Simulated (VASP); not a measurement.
**SiH2OF4: single point with r2SCAN+D3(BJ)**

SiH2OF4:

```
Si F O H
1.0
     8.12310    0.00000    0.00000
     0.00000    8.12310    0.00000
     0.00000    0.00000    8.12310
Si F O H
5 20 5 10
Direct
  0.78380 0.36459 0.33170
  0.31431 0.60813 0.74246
  0.13246 0.77736 0.25307
  0.81890 0.19962 0.82561
  0.34118 0.18705 0.06305
  0.74166 0.47591 0.17776
  0.76397 0.47832 0.47446
  0.66635 0.21215 0.35490
  0.97274 0.30008 0.32681
  0.50770 0.57401 0.77531
  0.26596 0.52494 0.57903
  0.23706 0.52614 0.89436
  0.31362 0.80373 0.73824
  0.31014 0.69691 0.25299
  0.03793 0.60936 0.27608
  0.16486 0.89074 0.42691
  0.14016 0.87289 0.08452
  0.90791 0.37203 0.79729
  0.80313 0.17279 0.01996
  0.63577 0.21820 0.74607
  0.89671 0.04890 0.74467
  0.46081 0.33199 0.04275
  0.36180 0.10662 0.22795
  0.15957 0.20447 0.02767
  0.41904 0.05514 0.95006
  0.62182 0.82261 0.40114
  0.97784 0.69199 0.70770
  0.78732 0.79136 0.97581
  0.91980 0.88163 0.25890
  0.21935 0.17108 0.68968
  0.57227 0.93615 0.40087
  0.55379 0.76383 0.32717
  0.90329 0.79056 0.68398
  0.89207 0.60994 0.69760
  0.88113 0.74243 0.91522
  0.70693 0.71026 0.99575
  0.85189 0.85571 0.16840
  0.83685 0.84661 0.34525
  0.19706 0.21612 0.57494
  0.31712 0.10906 0.66690
```

The cell was built by a generator and needn't be a form met in nature.

* Program: VASP 6.6.1
* Task: single point
* Functional: r2SCAN
* Dispersion: D3(BJ)
* Potentials or basis: VASP PAW PBE potentials, release 64 (Si, F, O, H)
* Cutoff: 520 eV
* k mesh: 1 × 1 × 1
* Occupations: fermi-dirac, width 0.02 eV
* Spin: no spin polarisation

The pressure is 0.7 GPa and the largest force is 4.312 eV/Å. The band gap on the k mesh is 5.17 eV, direct. The dispersion energy per atom is -0.026 eV.

Forces on the atoms (eV/Å):
```
Si   2.353 -2.028 -2.991
Si   2.595  1.772  0.263
Si  -0.922  2.627  3.169
Si  -2.412  1.726  1.158
Si   1.268 -0.912 -2.300
F   -0.069 -0.620  0.012
F   -0.451  2.042  3.214
F    0.111  0.190 -0.219
F   -1.888  0.263  0.037
F   -0.621 -0.034 -0.438
F   -0.368 -0.292 -0.851
F   -1.228 -0.242  0.940
F   -0.510 -0.980 -0.017
F    1.405 -0.325 -0.309
F   -0.395 -0.759 -0.091
F   -0.290 -1.390 -1.987
F    0.559 -0.107 -1.009
F   -0.241 -1.031 -0.013
F    0.078  0.142 -1.050
F    1.784 -0.111  0.620
F    0.740 -0.926 -0.716
F    0.300  1.701  0.256
F    0.231 -0.855  3.874
F   -2.248  1.023 -0.354
F    0.385 -1.013 -1.294
O    0.194  2.332  0.715
O   -2.180  1.824 -0.327
O    1.217  0.967 -0.156
O   -0.310 -0.073  3.144
O   -0.377  1.285 -2.329
H    0.678 -1.571  0.047
H   -0.881 -0.731 -0.671
H    1.943 -1.129  0.246
H    0.396 -0.711 -0.057
H   -0.647  0.070  0.330
H   -0.766 -1.107 -0.105
H   -0.682 -0.297 -2.804
H    0.829  0.470 -0.225
H    0.098 -0.644  2.001
H    0.321 -0.546  0.288
```

Stress tensor (GPa, compression positive):
```
-1.03  0.77 -0.68
 0.77  0.59  0.81
-0.68  0.81  2.51
```

Levels at points of the mesh, in eV from the valence-band top:
| k point | band 96 | band 97 | band 98 | band 99 | band 100 | band 101 | band 102 | band 103 | band 104 | band 105 |
| --- | --- | --- | --- | --- | --- | --- | --- | --- | --- | --- |
| (0.00, 0.00, 0.00) | -1.67 | -1.10 | -1.08 | -0.77 | 0.00 | 5.17 | 7.26 | 7.41 | 7.67 | 7.95 |

Wall time 4 min on 1 thread of AMD EPYC 9R14 (Zen 4) (shared host), peak memory 0.53 GiB.

Caveat: the PAW data sets were made with another functional, which shifts forces and pressure a little. r2SCAN opens gaps a little over a GGA but as a rule still falls short of measured ones.
